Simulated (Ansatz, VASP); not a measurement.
# Cross-check of PdRh (Pd-Rh-Rh-Pd stack, (111) layers) between VASP and Ansatz, part 3 of 3

Aim: how closely do two programs agree when they are given the same cell, functional and k mesh? The cell is taken from a series of runs on this material, whose earlier steps may have relaxed, scaled, displaced or heated it; both programs get it as it stands.

VASP 6.6.1 and Ansatz 0.2.0.

So far: The structure; VASP: zone-centre phonons, PBEsol.

### Step 3. Ansatz: zone-centre phonons, PBEsol

Level of this step: Ansatz beside VASP: Kohn-Sham DFT, plane waves, PBEsol (Ansatz).

Ansatz runs on its PAW soft_1 files.

The same cell, functional, mesh and smearing now go to Ansatz, which takes its cutoff from its data sets.

Input file input.yaml:

```yaml
crystal:
  lattice:
    - [2.6755803099, -2.8745e-06, 0.0]
    - [-1.3377876656, 2.3171219555, 0.0]
    - [0.0, 0.0, 36.9635839278]
  atoms:
    - { symbol: Pd, position: [0.0, 0.0, 0.148682437] }
    - { symbol: Rh, position: [0.3333333333, 0.6666666667, 0.2094571975] }
    - { symbol: Rh, position: [0.6666666667, 0.3333333333, 0.266194461] }
    - { symbol: Pd, position: [0.0, 0.0, 0.3269692215] }
  periodic: [true, true, false]
kpoints:
  mp_grid: { grid: [8, 8, 1] }
hamiltonian:
  xc: pbesol
  pseudopotentials: { kind: paw, azcp: { folder: soft_1 }, xc_functional: pbe }
scf:
  occupations: { method: methfessel_paxton, width: 0.2 }
output:
  eigenvalues: true
phonons:
  method: dfpt
  qmesh: [2, 2, 1]
  temperatures: { t_max: 1000, t_step: 50 }
  qpath:
    path:
      - [0.0, 0.0, 0.0]
      - [0.5, 0.0, 0.0]
      - [0.33333333, 0.33333333, 0.0]
      - [0.0, 0.0, 0.0]
    npoints: 10
  electrical_resistivity:
    mesh: [12, 12, 1]
    temperatures: [20.0, 50.0, 77.0, 100.0, 150.0, 200.0, 300.0, 400.0, 600.0, 800.0]
  superconductivity: { mesh: [12, 12, 1], eliashberg_equations: false }
  electron_occupations: "off"
```

On the command line:

```bash
$ ansatz run input.yaml --threads 4 --pin off --max-ram 12288MiB --backend cpu --events-out ev --progress --plain --runs-dir out
```

Numbers of over 12 decimals in the logs are rounded to 6 here.

The program printed:

```text
Warning: crystal.symmetry: narrowed to the stabiliser of the run's FFT grids — unitary ops 12 → 6. A phonons.method: dfpt run fills in the rows of the dynamical matrix that it does not solve by its symmetry operations, which is exact only for operations that map its FFT grids onto themselves: filled in by any other, the frequencies could depend on the order in which like atoms are typed, or, by more than the grids' own error, on where the crystal sits among the grids' points. Excluded: 6 operations. The run can therefore solve more perturbations, solve them on more k-points, or both, and cost more. [rest of the remark cut]
Engine: ansatz 0.2.0, aarch64-unknown-linux-gnu
Pseudopotentials: kind: paw
Pseudopotential: Pd, paw, valence charge 18, recommended cutoff 420 eV (normal), soft_1/Pd.paw.azcp
Pseudopotential: Rh, paw, valence charge 17, recommended cutoff 420 eV (normal), soft_1/Rh.paw.azcp
Functional definition: PBEsol
  exchange = pbesol_x
  correlation = pbesol_c
Crystal: 4 atoms, lattice volume = 229.161 Å³
Basis set: ecut = 420 eV, 4569 PW (Γ), exchange–correlation on 36×36×500 points (8 copies of the dense FFT grid, shifted against one another)
Bands: 42, of which v1, the nominal top of the filled ones, is band 35 counted from 1 (34 counted from 0)
Symmetry: 12 space group operations
k-points: 10 of 64 (irreducible under 6 space group operations, time reversal used)
Non-local potential: Pd, projectors of the file, l = 0: 2, l = 1: 2, l = 2: 2, l = 3: 1
Non-local potential: Rh, projectors of the file, l = 0: 3, l = 1: 2, l = 2: 2, l = 3: 1
PAW form: soft (Blöchl's): semilocal exchange-correlation on the pseudo side does not see the compensation charge
PAW frozen core: Pd, regenerated for the run's functional, and the local potential with it (the file was generated under x = pbe(κ = 0.804, μ = 0.219515), c = pbe(β = 0.066725))
PAW frozen core: Rh, regenerated for the run's functional, and the local potential with it (the file was generated under x = pbe(κ = 0.804, μ = 0.219515), c = pbe(β = 0.066725))
PAW one-centre angular grid: Pd, 590 points (default); XC on 64 Gauss nodes
PAW one-centre angular grid: Rh, 590 points (default); XC on 64 Gauss nodes
Initial density: superposition of atomic densities (neutral atoms: chi_scale 0, normalization atom)
Initial wavefunctions: pseudopotential atomic-orbital guess
Functional: x = pbesol(κ = 0.804, μ = 0.123457), c = pbesol(β = 0.046)
SCF iter   1: F=—  HF=-26498.421403 eV  |F-HF|=—  |Δ(HF+E_count)|=         —  Δρ=1.39e-1  dr2=1.84e2  ethr=3.10e-3  ⟨swp⟩=16.6  Hψ=3331  notcnv=0
preconditioner: auto → LDOS  [metal: Δε(μ)=0.016 eV  Ē_g=6.754 eV  σ=0.200 eV  W_gap=0.07  n_scr=26 (ndim 8)  ℏωp=15.1 eV  f_vac=0.726  D(μ)=9.28/eV (n_scr^D=30)  β→1.0]
SCF iter   2: F=—  HF=-26493.023789 eV  |F-HF|=—  |Δ(HF+E_count)|=    5.40e0  S|Δr|=    0.00e0  Δρ=8.47e-2  dr2=1.43e1  ethr=3.10e-3  ⟨swp⟩=4.9  Hψ=1372  notcnv=0  defer=11
[...]
--- Phonons (arbitrary-q DFPT): 2 irreducible q on the 2×2×1 mesh ---
  q = [0.0000, 0.0000, 0.0000] (star 1, of the zone-centre solve; hermiticity 1.25e-7, symmetrization 4.68e-8, taken by the last average 1.52e-8): 0.00 0.00 0.00 48.05 48.05 75.52 75.52 110.28 151.42 151.42 179.65 243.40
  q = [0.0000, -0.5000, 0.0000] (star 3, 12 solved perturbations in 356 linear systems a pass and spin channel, the states on 34 of 64 k-point pairs; hermiticity 5.51e-8, symmetrization 2.21e-8, taken by the last average 9.43e-9): 111.90 120.52 144.01 146.38 158.25 164.93 194.72 199.09 227.04 235.59 240.95 249.19
  sum rule: each row above includes the acoustic sum rule's correction from the zone centre's row sums; it moved no ω² by more than (0.26 cm⁻¹)²
  mesh force constants: q→R imaginary residual 9.12e-18; ASR residual 2.577e-5 → 0.000e0 eV/Å²; symmetrization residual 1.243e-14 eV/Å²
  interpolated dispersion: 31 rows × 12 modes
  density of states and harmonic sums: on the 26×26×1 q-mesh, interpolated from the force constants of a 2×2×1 supercell (no non-analytic term)
  largest difference from the sums on the solved wave vectors: F 1.14e-1 eV, S 1.78e-4 and C_V 6.42e-5 eV/K
  zero-point energy: 0.123348 eV/cell   skipped modes (ω ≤ 0): 3   left out of the sums: 3.70e-4 of the cell's modes: C_V's classical limit lies that fraction below 3 k_B per atom; for a crystal, a wire or a layer, F and S can be off by more, and a phonons.interpolated_qmesh denser along its periods is the remedy for the sampling
--- Electrical resistivity: potentials and phonons of a 2×2×1 supercell ---
  scattering by harmonic phonons alone, with no dipole-dipole term; scattering by other electrons, impurities, surfaces and spin disorder is left out, and so is spin–orbit coupling
  the resistivity is that of a variational response, whose dependence on the energy is improved iteratively
  tensors lie in the sheet's plane, the Hall coefficient along its normal; that, the resistivity and the plasma energy are of the whole cell, vacuum included; the cell is 36.964 Å high
  at the Fermi level of each mesh (of a tensor half of its trace):
           mesh   spin    states/(eV spin)  plasma energy (eV)         λ      λ_tr    ħω_log (meV)
        12×12×1                     2.5787              3.8455    0.2622    0.3554          18.182
          6×6×1                     2.3394              4.0657    0.2876    0.4084          19.840
[...]
100.00      5.2038e0              no      5.2038e0      5.2038e0      0.0000e0        6.1496e0          4.9893e0
    150.00      1.0722e1              no      1.0722e1      1.0722e1      0.0000e0        1.1896e1          1.0085e1
    200.00      1.6173e1              no      1.6173e1      1.6173e1      0.0000e0        1.7681e1          1.5141e1
    300.00      2.7057e1             yes      2.7057e1      2.7057e1      0.0000e0        2.9518e1          2.5280e1
    400.00      3.8298e1              no      3.8298e1      3.8298e1      0.0000e0        4.1917e1          3.5780e1
    600.00      6.1805e1              no      6.1805e1      6.1805e1      0.0000e0        6.7902e1          5.7792e1
    800.00      8.5435e1              no      8.5435e1      8.5435e1      0.0000e0        9.3883e1          7.9917e1
  sheet resistance at 20 K: 0.04804 Ω
  mean free path at 20 K (of a tensor half of its trace): 14164 nm by what each carries, 9232 by the Fermi surface alone
  Hall coefficient in a weak field at 20 K (along the normal): 2.798e-12 m³/C (how far it moves between the two finest meshes is not known); by each state's relaxation time: 2.900e-10 m³/C; by a constant relaxation time: (none: it, or that of a finer mesh, parts from a neighbouring mesh's by over half of the finer one's)
  sheet resistance at 50 K: 2.093 Ω
  mean free path at 50 K (of a tensor half of its trace): 313 nm by what each carries, 212 by the Fermi surface alone
  Hall coefficient in a weak field at 50 K (along the normal): 7.259e-11 m³/C (how far it moves between the two finest meshes is not known); by each state's relaxation time: 1.320e-10 m³/C; by a constant relaxation time: (none: it, or that of a finer mesh, parts from a neighbouring mesh's by over half of the finer one's)
  sheet resistance at 77 K: 7.676 Ω
  mean free path at 77 K (of a tensor half of its trace): 81.6 nm by what each carries, 57.8 by the Fermi surface alone
  Hall coefficient in a weak field at 77 K (along the normal): 1.216e-10 m³/C (how far it moves between the two finest meshes is not known); by each state's relaxation time: 1.285e-10 m³/C; by a constant relaxation time: (none: it, or that of a finer mesh, parts from a neighbouring mesh's by over half of the finer one's)
  sheet resistance at 100 K: 14.08 Ω
  mean free path at 100 K (of a tensor half of its trace): 42.8 nm by what each carries, 31.5 by the Fermi surface alone
  Hall coefficient in a weak field at 100 K (along the normal): 1.535e-10 m³/C (how far it moves between the two finest meshes is not known); by each state's relaxation time: 1.348e-10 m³/C; by a constant relaxation time: (none: it, or that of a finer mesh, parts from a neighbouring mesh's by over half of the finer one's)
  sheet resistance at 150 K: 29.01 Ω
  mean free path at 150 K (of a tensor half of its trace): 19.9 nm by what each carries, 15.3 by the Fermi surface alone
  Hall coefficient in a weak field at 150 K (along the normal): 1.923e-10 m³/C (how far it moves between the two finest meshes is not known); by each state's relaxation time: 1.495e-10 m³/C; by a constant relaxation time: (none: it, or that of a finer mesh, parts from a neighbouring mesh's by over half of the finer one's)
  sheet resistance at 200 K: 43.75 Ω
  mean free path at 200 K (of a tensor half of its trace): 13.0 nm by what each carries, 10.1 by the Fermi surface alone
  Hall coefficient in a weak field at 200 K (along the normal): 2.099e-10 m³/C (how far it moves between the two finest meshes is not known); by each state's relaxation time: 1.598e-10 m³/C; by a constant relaxation time: (none: it, or that of a finer mesh, parts from a neighbouring mesh's by over half of the finer one's)
  sheet resistance at 300 K: 73.20 Ω
  mean free path at 300 K (of a tensor half of its trace): 7.80 nm by what each carries, 6.06 by the Fermi surface alone
  Hall coefficient in a weak field at 300 K (along the normal): 2.233e-10 m³/C (how far it moves between the two finest meshes is not known); by each state's relaxation time: 1.693e-10 m³/C; by a constant relaxation time: (none: it, or that of a finer mesh, parts from a neighbouring mesh's by over half of the finer one's)
  sheet resistance at 400 K: 103.6 Ω
  mean free path at 400 K (of a tensor half of its trace): 5.54 nm by what each carries, 4.28 by the Fermi surface alone
  Hall coefficient in a weak field at 400 K (along the normal): 2.259e-10 m³/C (how far it moves between the two finest meshes is not known); by each state's relaxation time: 1.711e-10 m³/C; by a constant relaxation time: (none: it, or that of a finer mesh, parts from a neighbouring mesh's by over half of the finer one's)
  sheet resistance at 600 K: 167.2 Ω
  mean free path at 600 K (of a tensor half of its trace): 3.46 nm by what each carries, 2.65 by the Fermi surface alone
  Hall coefficient in a weak field at 600 K (along the normal): 2.201e-10 m³/C (how far it moves between the two finest meshes is not known); by each state's relaxation time: 1.663e-10 m³/C; by a constant relaxation time: (none: it, or that of a finer mesh, parts from a neighbouring mesh's by over half of the finer one's)
  sheet resistance at 800 K: 231.1 Ω
  mean free path at 800 K (of a tensor half of its trace): 2.53 nm by what each carries, 1.92 by the Fermi surface alone
  Hall coefficient in a weak field at 800 K (along the normal): 2.071e-10 m³/C (how far it moves between the two finest meshes is not known); by each state's relaxation time: 1.562e-10 m³/C; by a constant relaxation time: (none: it, or that of a finer mesh, parts from a neighbouring mesh's by over half of the finer one's)
  the resistivity times a path that all electrons share, by the Fermi surface of the deck's mesh alone (half of the trace): 1.639e-15 Ω·m²
  not converged in the mesh (λ; λ_tr; the resistivity at 20 K by 40.81 %; the resistivity at 50 K by 16.19 %; the resistivity at 77 K by 9.82 %; the resistivity at 100 K by 6.66 %; the resistivity at 150 K by 3.65 %; the resistivity at 200 K by 2.51 %; the resistivity at 400 K by 2.45 %; the resistivity at 600 K by 3.34 %; the resistivity at 800 K by 3.50 %): between neighbouring meshes, the two finest first, λ moves [...]
  vibrations of 4 cells: unjudged by the run; compare a larger repeat
  the changes of the potential over all sites missed a rigid shift's by 0.18 % (the site terms' by 0.01 %)
  between the force constants' wavevectors the phonons are obtained by Fourier interpolation alone: phonons.electron_occupations is off
[the section on superconductivity is kept apart]
```

### Step 4. Comparison

Known differences besides the potentials themselves: Ansatz cuts the interaction across the vacuum, VASP repeats the sheet without a dipole correction; VASP's run holds the zone centre alone; the data sets hold 70 valence electrons in Ansatz (on its PAW soft_1 files) and 50 in VASP; the cutoff is 420 eV in Ansatz and 500 eV in VASP; Ansatz makes its cores anew for this functional, VASP keeps those of its PBE data sets. Total energies have different zeros and are not compared.

Both answers:

```
                  quantity  Ansatz   VASP  difference
optical mode 1 to 2 (cm⁻¹)    48.0   48.7        -0.6
optical mode 3 to 4 (cm⁻¹)    75.5   75.2     +0.43 %
     optical mode 5 (cm⁻¹)   110.3  110.1     +0.13 %
optical mode 6 to 7 (cm⁻¹)   151.4  151.5     -0.05 %
     optical mode 8 (cm⁻¹)   179.7  179.3     +0.18 %
     optical mode 9 (cm⁻¹)   243.4  243.7     -0.12 %
```

Modes are paired by rising frequency, not by their patterns, so a pair may set unlike modes beside each other; they are those without the splitting of longitudinal modes. Where the cell holds vacuum, a pressure given here is an average over it and none of the material.

### Step 5. Summary of results

| Quantity | Value |
| --- | --- |
| r.m.s. difference of the optical zone-centre modes, each program's sorted by frequency (zone-centre phonons, PBEsol) | 0.36 cm⁻¹ |

In words: The r.m.s. difference of the optical zone-centre modes, each program's sorted by frequency is 0.36 cm⁻¹ (zone-centre phonons, PBEsol). The data sets hold unlike numbers of valence electrons (70 in Ansatz and 50 in VASP), so part of the differences may come from the potentials. Such differences can come from data sets, numerical settings and the points named under the comparisons, not from the functional's error against experiment.

[Lines on the potential files, build, host, timing and source positions are cut from VASP's logs without a mark.]

[Logs are printed without paths, hosts, clocks, repeated set-up lines and the standing remarks that a program may print on its own settings, such as how far it seeks lower states.]

[Hosts, paths, dates, database ids (printed as entryN), source tags and the programs' standing remarks are cut or masked in the printed files.]
